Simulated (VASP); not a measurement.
# Ca3Lu (Pm-3m) in VASP: single point with PBEsol

Aim: the single point of Ca3Lu with PBEsol.

Program: VASP 6.6.1. These are calculated values, not measurements. Logs are shortened: lines on timing, memory, paths and dates and some standing lists are left out, and cuts for length are marked.

## Step 1: The crystal as given

Symmetry: Pm-3m, No. 221, cubic system. Conventional cell: a = 5.362 Å, b = 5.362 Å, c = 5.362 Å, α = 90.00°, β = 90.00°, γ = 90.00°. Around Ca (site symmetry 4/mmm) lie 8 Ca at 3.79 Å and 4 Lu at 3.79 Å. Lu (site symmetry m-3m) is surrounded by 12 Ca at 3.79 Å.

The cell comes from a database or a generator and needn't be the stable form of this composition.

## Step 2: Single point, PBEsol, collinear spin, zero start

INCAR

```
PREC     = Accurate       # precision mode
ENCUT    = 520            # plane-wave cutoff, eV
EDIFF    = 1E-7           # SCF threshold, eV
ISMEAR   = -1             # smearing method
SIGMA    = 0.1            # smearing width, eV
LREAL    = F              # projectors in reciprocal space
LASPH    = T              # aspherical terms in the spheres
NELM     = 150            # most SCF steps
ALGO     = Normal         # electronic algorithm
ISIF     = 2              # what is computed and relaxed
LWAVE    = F              # write WAVECAR
LCHARG   = F              # write CHGCAR
ISPIN    = 2              # spin polarisation
MAGMOM   = 0 0 0 0        # initial moments
LORBIT   = 11             # projections on sites
GGA      = PS             # functional
NBANDS   = 40             # bands
```

KPOINTS

```
regular mesh
0
Gamma
  4 4 4
```

POSCAR

```
Ca3Lu
1.0
    5.3617750000      0.0000000000      0.0000000000
    0.0000000000      5.3617750000      0.0000000000
    0.0000000000      0.0000000000      5.3617750000
Ca Lu
3 1
Direct
    0.5000000000      0.0000000000      0.0000000000
    0.0000000000      0.5000000000      0.0000000000
    0.0000000000      0.0000000000      0.5000000000
    0.5000000000      0.5000000000      0.5000000000
```

Potentials or basis: VASP PAW PBE potentials, release 64 (Ca_sv, Lu).

Command:

```bash
$ cat potpaw_PBE.64/Ca_sv/POTCAR potpaw_PBE.64/Lu/POTCAR > POTCAR
$ mpirun -np 1 vasp_std > vasp.out
```

OUTCAR:

```text
PREC = Accurate
   ENCUT = 520
   EDIFF = 1E-7
   ISMEAR = -1
   LREAL = F
   LASPH = T
   NELM = 150
   ISIF = 2
   ISPIN = 2
   LORBIT = 11
   GGA = PS

 ion  position               nearest neighbor table
   1  0.500  0.000  0.000-
   2  0.000  0.500  0.000-
   3  0.000  0.000  0.500-
   4  0.500  0.500  0.500-

  LATTYP: Found a simple cubic cell.
 ALAT       =     5.3617750000

  Lattice vectors:

 A1 = (   5.3617750000,   0.0000000000,   0.0000000000)
 A2 = (   0.0000000000,   5.3617750000,   0.0000000000)
 A3 = (   0.0000000000,   0.0000000000,   5.3617750000)

Analysis of symmetry for initial positions (statically):
=====================================================================
 Subroutine PRICEL returns:
 Original cell was already a primitive cell.

 Routine SETGRP: Setting up the symmetry group for a
 simple cubic supercell.

 Subroutine GETGRP returns: Found 48 space group operations
 (whereof 48 operations were pure point group operations)
 out of a pool of 48 trial point group operations.

The static configuration has the point symmetry O_h .

Analysis of symmetry for dynamics (positions and initial velocities):
=====================================================================
 Subroutine PRICEL returns:
 Original cell was already a primitive cell.

 Routine SETGRP: Setting up the symmetry group for a
 simple cubic supercell.

 Subroutine GETGRP returns: Found 48 space group operations
 (whereof 48 operations were pure point group operations)
 out of a pool of 48 trial point group operations.

The dynamic configuration has the point symmetry O_h .

Analysis of structural, dynamic, and magnetic symmetry:
=====================================================================
 Subroutine PRICEL returns:
 Original cell was already a primitive cell.

 Routine SETGRP: Setting up the symmetry group for a
 simple cubic supercell.

 Subroutine GETGRP returns: Found 48 space group operations
 (whereof 48 operations were pure point group operations)
 out of a pool of 48 trial point group operations.

The overall configuration has the point symmetry O_h .

 Subroutine INISYM returns: Found 48 space group operations
 (whereof 48 operations are pure point group operations),
 and found     1 'primitive' translations

----------------------------------------------------------------------------------------

                                     Primitive cell

  volume of cell :     154.1437

  direct lattice vectors                    reciprocal lattice vectors
     5.361775000  0.000000000  0.000000000     0.186505402  0.000000000  0.000000000
     0.000000000  5.361775000  0.000000000     0.000000000  0.186505402  0.000000000
     0.000000000  0.000000000  5.361775000     0.000000000  0.000000000  0.186505402

  length of vectors
     5.361775000  5.361775000  5.361775000     0.186505402  0.186505402  0.186505402

  position of ions in fractional coordinates (direct lattice)
     0.500000000  0.000000000  0.000000000
     0.000000000  0.500000000  0.000000000
     0.000000000  0.000000000  0.500000000
     0.500000000  0.500000000  0.500000000

  ion indices of the primitive-cell ions
   primitive index   ion index
                 1           1
                 2           2
                 3           3
                 4           4

----------------------------------------------------------------------------------------

 KPOINTS: regular mesh

Automatic generation of k-mesh.
 Grid dimensions read from file:
 generate k-points for:    4    4    4

 Generating k-lattice:

  Cartesian coordinates                     Fractional coordinates (reciprocal lattice)
     0.046626350  0.000000000  0.000000000     0.250000000  0.000000000  0.000000000
     0.000000000  0.046626350  0.000000000     0.000000000  0.250000000  0.000000000
     0.000000000  0.000000000  0.046626350     0.000000000  0.000000000  0.250000000

  Length of vectors
     0.046626350  0.046626350  0.046626350

  Shift w.r.t. Gamma in fractional coordinates (k-lattice)
     0.000000000  0.000000000  0.000000000

 Subroutine IBZKPT returns following result:
 ===========================================

 Found     10 irreducible k-points:

 Following reciprocal coordinates:
            Coordinates               Weight
  0.000000  0.000000  0.000000      1.000000
  0.250000  0.000000  0.000000      6.000000
  0.500000  0.000000  0.000000      3.000000
  0.250000  0.250000  0.000000     12.000000
  0.500000  0.250000  0.000000     12.000000
  0.500000  0.500000  0.000000      3.000000
  0.250000  0.250000  0.250000      8.000000
  0.500000  0.250000  0.250000     12.000000
  0.500000  0.500000  0.250000      6.000000
  0.500000  0.500000  0.500000      1.000000
   k-points           NKPTS =     10   k-points in BZ     NKDIM =     10   number of bands    NBANDS=     40
   number of dos      NEDOS =    301   number of ions     NIONS =      4
   total plane-waves  NPLWV =  64000
   dimension x,y,z NGX =    40 NGY =   40 NGZ =   40
   dimension x,y,z NGXF=    80 NGYF=   80 NGZF=   80
   ions per type =               3   1
   NGX,Y,Z   is equivalent  to a cutoff of  12.40, 12.40, 12.40 a.u.
   NGXF,Y,Z  is equivalent  to a cutoff of  24.80, 24.80, 24.80 a.u.
 SYSTEM =  unknown system
   PREC   = accura    normal or accurate (medium, high low for compatibility)
   ISTART =      0    job   : 0-new  1-cont  2-samecut
   ICHARG =      2    charge: 1-file 2-atom 10-const
   ISPIN  =      2    spin polarized calculation?
   LNONCOLLINEAR =      F non collinear calculations
   LSORBIT =      F    spin-orbit coupling
   LASPH  =      T    aspherical Exc in radial PAW
   ENCUT  =  520.0 eV  38.22 Ry    6.18 a.u.   9.97  9.97  9.97*2*pi/ulx,y,z
   NELM   =    150;   NELMIN=  2; NELMDL= -5     # of ELM steps
   EDIFF  = 0.1E-06   stopping-criterion for ELM
   LREAL  =      F    real-space projection
   EDIFFG = 0.1E-05   stopping-criterion for IOM
   NSW    =      0    number of steps for IOM
   IBRION =     -1    ionic relax: 0-MD 1-quasi-New 2-CG
   NFREE  =      0    steps in history (QN), initial steepest desc. (CG)
   ISIF   =      2    stress and relaxation
   ISYM   =      2    0-nonsym 1-usesym 2-fastsym
   POTIM  = 0.5000    time-step for ionic-motion
   TEBEG  =    0.0;   TEEND  =   0.0 temperature during run
   PSTRESS=    0.0 pullay stress
   NELECT =      55.0000    total number of electrons
   NUPDOWN=      -1.0000    fix difference up-down
   EMIN   =  10.00;   EMAX   =-10.00  energy-range for DOS
   EFERMI =   0.00;   METHOD = LEGACY
   ISMEAR =    -1;   SIGMA  =   0.10  broadening in eV -4-tet -1-fermi 0-gaus
   EFERMI_NEDOS =   21; number of points for ismear=-14 and -15
   IALGO  =     38    algorithm
   IMIX   =      4    mixing-type and parameters
     AMIX     =   0.40;   BMIX     =  1.00
     AMIX_MAG =   1.60;   BMIX_MAG =  1.00
  volume/ion in A,a.u.               =      38.54       260.05
  Fermi-wavevector in a.u.,A,eV,Ry     =   1.161147  2.194249 18.344218  1.348262
  Thomas-Fermi vector in A             =   2.297722
   LORBIT       =     11    0 simple, 1 ext, 2 COOP (PROOUT), +10 PAW based schemes
   GGA     = PS    functional components
   LHFCALC =     F    Hartree Fock is set to
   AEXX    =    0.0000 exact exchange contribution
   IVDW    =     0    specifies the selected vdW correction
   LEPSILON=     F    determine dielectric tensor
   LRPA    =     F    only Hartree local field effects (RPA)
 spin polarized calculation
  energy-cutoff  :      520.00
  volume of cell :      154.14
 maximum number of plane-waves:      4224
 NGX is ok and might be reduce to    40
   NGX = 19   NGY = 19   NGZ = 19

 number of electron      55.0000006 magnetization       0.0000002

 number of electron      55.0000006 magnetization      -0.0000004

 Free energy of the ion-electron system (eV)
  ---------------------------------------------------
  ext. energy  EPLUGINS =         0.00000000
  ---------------------------------------------------
  free energy    TOTEN  =       -10.78709810 eV

  energy without entropy =      -10.61085566  energy(sigma->0) =      -10.69897688

 E-fermi :   1.9820     XC(G=0):  -8.4592

 val. band max:        1.9591024271   @ k =   0.5000   0.5000   0.5000
 cond. band min:       2.0746309127   @ k =   0.2500   0.2500   0.0000
 fundamental gap:      0.1155284856
 Fermi energy:         1.9820219280

 spin component 1

 k-point     1 :       0.0000    0.0000    0.0000
  band No.  band energies     occupation
      1     -55.4383      1.00000
      2     -39.4935      1.00000
      3     -39.4722      1.00000
      4     -39.4722      1.00000
      5     -26.0346      1.00000
      6     -26.0346      1.00000
[... 31 lines left out ...]
     38       5.6222      0.00000
     39       6.4691      0.00000
[... 376 lines left out ...]
     38       4.4456      0.00000
     39       4.4456      0.00000
 Fermi energy:         1.9820219280

 spin component 2

 k-point     1 :       0.0000    0.0000    0.0000
  band No.  band energies     occupation
      1     -55.4383      1.00000
      2     -39.4935      1.00000
      3     -39.4722      1.00000
      4     -39.4722      1.00000
      5     -26.0346      1.00000
      6     -26.0346      1.00000
[... 31 lines left out ...]
     38       5.6222      0.00000
     39       6.4691      0.00000
[... 376 lines left out ...]
     38       4.4456      0.00000
     39       4.4456      0.00000
 [bands above 39 left out]

------------------------ aborting loop because EDIFF is reached ----------------------------------------

  FORCE on cell =-STRESS in cart. coord.  units (eV):
  Direction    XX          YY          ZZ          XY          YZ          ZX
  --------------------------------------------------------------------------------------
  -------------------------------------------------------------------------------------
  Total       -0.9987732     -0.9987732     -0.9987732      0.0000000     -0.0000000      0.0000000
  in kB      -10.3812991    -10.3812991    -10.3812991      0.0000000     -0.0000000      0.0000000
  external PRESSURE =     -10.3812991 kB  Pullay stress =       0.0000000 kB

 VOLUME and BASIS-vectors are now :
 -----------------------------------------------------------------------------
  energy-cutoff  :      520.00
  volume of cell :      154.14
      direct lattice vectors                 reciprocal lattice vectors
     5.361775000  0.000000000  0.000000000     0.186505402  0.000000000  0.000000000
     0.000000000  5.361775000  0.000000000     0.000000000  0.186505402  0.000000000
     0.000000000  0.000000000  5.361775000     0.000000000  0.000000000  0.186505402

 POSITION                                       TOTAL-FORCE (eV/Angst)
 -----------------------------------------------------------------------------------
      2.68089      0.00000      0.00000         0.000000      0.000000      0.000000
      0.00000      2.68089      0.00000         0.000000      0.000000      0.000000
      0.00000      0.00000      2.68089         0.000000      0.000000      0.000000
      2.68089      2.68089      2.68089         0.000000      0.000000      0.000000
 -----------------------------------------------------------------------------------
    total drift:                               -0.000000      0.000000     -0.000000

  FREE ENERGIE OF THE ION-ELECTRON SYSTEM (eV)
  ---------------------------------------------------
  free  energy   TOTEN  =       -10.7870980984 eV

  energy  without entropy=      -10.6108556635  energy(sigma->0) =      -10.69897688

 total charge

# of ion       s       p       d       f       tot
--------------------------------------------------
    1        2.086   5.833   0.180   0.000   8.099
    2        2.086   5.833   0.180   0.000   8.099
    3        2.086   5.833   0.180   0.000   8.099
    4        2.388   6.021   0.566  13.958  22.933
--------------------------------------------------
tot          8.647  23.520   1.105  13.958  47.230

 magnetization (x)

# of ion       s       p       d       f       tot
--------------------------------------------------
    1        0.000  -0.000   0.000   0.000   0.000
    2        0.000  -0.000   0.000   0.000   0.000
    3        0.000  -0.000   0.000   0.000   0.000
    4        0.000  -0.000  -0.000   0.000   0.000
--------------------------------------------------
tot          0.000  -0.000  -0.000   0.000   0.000
```

Run time: 83 s. Hardware: 1 thread of Intel Xeon 6975P-C (Granite Rapids), shared host; peak memory 0.33 GiB.

What came out:

* Free energy: -10.7871 eV
* Pressure: -1.0 GPa
* Band gap on the k mesh: none (metal or under the smearing width)
* Net moment: 0.00 μB per cell
* Valence electrons inside the program's atomic spheres: Ca 8.10; Lu 22.93

Caveat: the PAW data sets were made with another functional, which shifts forces and pressure a little; spin-orbit coupling is left out, which moves the levels of the heavy elements.
